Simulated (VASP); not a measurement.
Given:

```yaml
crystal:
  lattice:
    - [1.28822, -2.23126, 0.00000]
    - [1.28822, 2.23126, 0.00000]
    - [0.00000, 0.00000, 4.74479]
  atoms:
    - { symbol: Zn, position: [0.33333, 0.66667, 0.25000] }
    - { symbol: Zn, position: [0.66667, 0.33333, 0.75000] }
```

Method: LDA (Ceperley-Alder, Perdew-Zunger), VASP's LDA PAW potentials (set 64) (plane waves; VASP). Numerical set-up: 500 eV cut-off, 16×16×8 Γ-centred mesh, first-order Methfessel-Paxton smearing of 0.10 eV, potentials Zn.

Question: Estimate the energy per atom (σ→0), band gap (on the k-mesh) with the smallest direct gap where there is one.

Answer: 
```
Item                                                         Value
------------------------  ----------------------------------------
band gap (on the k-mesh)  none (metal, semimetal or under 0.01 eV)
energy per atom (σ→0)                               -1.884 eV/atom
```

The absolute energy has meaning only against runs of the same code, potentials and settings.

The compound is Zn in the hcp structure. It was relaxed first, which changed the volume by -10 %.
